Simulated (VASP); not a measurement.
Here is the system:

```
SnTe
1.0
    0.00000     3.20223     3.20223
    3.20223     0.00000     3.20223
    3.20223     3.20223     0.00000
Sn Te
1 1
Direct
  0.00000   0.00000   0.00000
  0.50000   0.50000   0.50000
```

These are PBE GGA, VASP's PBE PAW potentials (set 64) (plane waves; VASP) values and carry that method's errors. Numerical set-up: 480 eV cut-off, 8×8×8 Γ-centred mesh, Gaussian smearing of 0.050 eV, potentials Sn_d Te.

Energy and stress use the plane-wave basis of the starting cell.

Task: The ions, cell shape and volume at an external pressure of 5.0 GPa are relaxed. Give the cell that the relaxation ends in.

Result: 
```
SnTe
1.0
    0.00000     3.10059     3.10059
    3.10059     0.00000     3.10059
    3.10059     3.10059     0.00000
Sn Te
1 1
Cartesian
  0.00000   0.00000   0.00000
  3.10059   3.10059   3.10059
```
Space group Fm-3m (225), at a tolerance of 0.03 Å.

Task: How do energy and volume change from the first to the last step?

Result: The energy (σ→0) changes by +44.0 meV/atom and the volume by -9.2 %, in 3 ionic steps.

The compound is SnTe in the rock salt structure, which distorts at low temperature. This run relaxes it under an external pressure of 5 GPa. Symmetry was kept, so distortions that lower it aren't found.
